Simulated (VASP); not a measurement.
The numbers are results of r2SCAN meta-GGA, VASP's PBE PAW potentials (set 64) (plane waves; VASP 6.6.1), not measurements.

Gaps are without spin-orbit coupling.

The volume per atom is 20.25 Å³/atom, the band gap (over mesh and band path) is 0.73 eV and the smallest direct gap (over mesh and band path) is 1.50 eV.

Question: Which relaxed crystal gives these values?
A) ZrPbO3, Amm2 (38)
B) BeTe, F-43m (216)
C) CdS, Pmmn (59)
D) ZrPbO3, Pm-3m (221)

Answer: C, CdS, Pmmn (59)
